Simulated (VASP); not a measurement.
Data:

```
CELL_PARAMETERS angstrom
      0.00000     2.91450     2.91450
      2.91450     0.00000     2.91450
      2.91450     2.91450     0.00000
ATOMIC_POSITIONS crystal
  Na 0.25000 0.25000 0.25000
  Na 0.75000 0.75000 0.75000
  S  0.00000 0.00000 0.00000
```

Calculation: PBEsol GGA, VASP's PBE PAW potentials (set 64) (plane waves; VASP 6.6.1). Settings: 500 eV cut-off, 7×7×7 Γ-centred mesh, Gaussian smearing of 0.050 eV, potentials Na_pv S.

Q: What does the run give for the energy per atom (σ→0), pressure, band gap (on the k-mesh) with the smallest direct gap where there is one?

A: 
- band gap (on the k-mesh) = 3.68 eV
- smallest direct gap (on the k-mesh) = 3.68 eV
- energy per atom (σ→0) = -3158 meV/atom
- pressure = 19.94 GPa

The absolute energy has meaning only against runs of the same code, potentials and settings.

The compound is Na2S in the antifluorite structure. It was relaxed first under an external pressure of 20 GPa.
